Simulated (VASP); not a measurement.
Ga$_{2}$O$_{3}$ (corundum): the mBJ gap over mesh and path against the volume, with shape and ions relaxed at each volume; PBEsol's own equilibrium is at 9.739 Å³/atom. VASP (PAW), 520 eV cut-off, 6×6×6 Γ-centred mesh, Gaussian smearing of 0.050 eV, potentials Ga_d O. mBJ is a potential without an energy functional, so only the levels count. Fit the value as a straight line in ln V.

| V (Å³/atom) | mBJ gap over mesh and path (eV) |
|---|---|
| 9.155 | 5.517 |
| 9.447 | 5.174 |
| 9.739 | 4.844 |
| 10.032 | 4.528 |

Fit the rows as the text says and predict the value at 10.324.

The slope against ln V is -10.81 eV, the volume deformation potential of this gap. The line misses the rows by up to 0.002 and gives 4.216 at 10.324. The run gave 4.224, +0.008 from the line.

Left out are failed runs and those whose mesh is unfit for this quantity.

The compound is Ga2O3 in the corundum structure, the metastable α form; monoclinic β is stable.
